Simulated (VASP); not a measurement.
Given:

```
Y
1.0
    1.77521    -3.07476     0.00000
    1.77521     3.07476     0.00000
    0.00000     0.00000     5.46912
Y
2
Direct
  0.33333   0.66667   0.25000
  0.66667   0.33333   0.75000
```

Calculation: LDA (Ceperley-Alder, Perdew-Zunger) with spin-orbit coupling, VASP's LDA PAW potentials (set 64) (plane waves; VASP). Run with 400 eV cut-off, 11×11×6 Γ-centred mesh, Gaussian smearing of 0.050 eV, potentials Y_sv.

Task: Predict the energy per atom (σ→0), band gap (over mesh and band path) with the smallest direct gap where there is one.

Result: 
| Quantity | Result |
|---|---|
| band gap (over mesh and band path) | none (metal, semimetal or under 0.01 eV) |
| energy per atom (σ→0) | -7003 meV/atom |

Only differences to runs with the same potentials and settings are physical.

The compound is Y in the hcp structure. It was relaxed first, which changed the volume by -10 %.
